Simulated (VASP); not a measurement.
Data:

```xyz
2
Lattice="4.9544 0.0000 0.0000 -2.4772 4.2906 0.0000 0.0000 0.0000 15.1129" Properties=species:S:1:pos:R:3 pbc="T T T"
Sb     0.0000     0.0000     7.5565
Sb     2.4772     1.4302     7.5565
```

Method: PBEsol GGA, VASP's PBE PAW potentials (set 64) (plane waves; VASP). Run with 400 eV cut-off, Gaussian smearing of 0.050 eV, potentials Sb.

The cell holds a wide vacuum, so values per volume refer to the whole cell. Unless said otherwise, spin-orbit coupling is left out, though it shifts the bands of the heavy elements here.

Question: Predict the band gap (along the path) with the smallest direct gap where there is one.

Answer: 
| Property | Value |
|---|---|
| band gap (along the path) | none (metal, semimetal or under 0.01 eV) |

The cell is a sheet with vacuum, built from a generated structure.
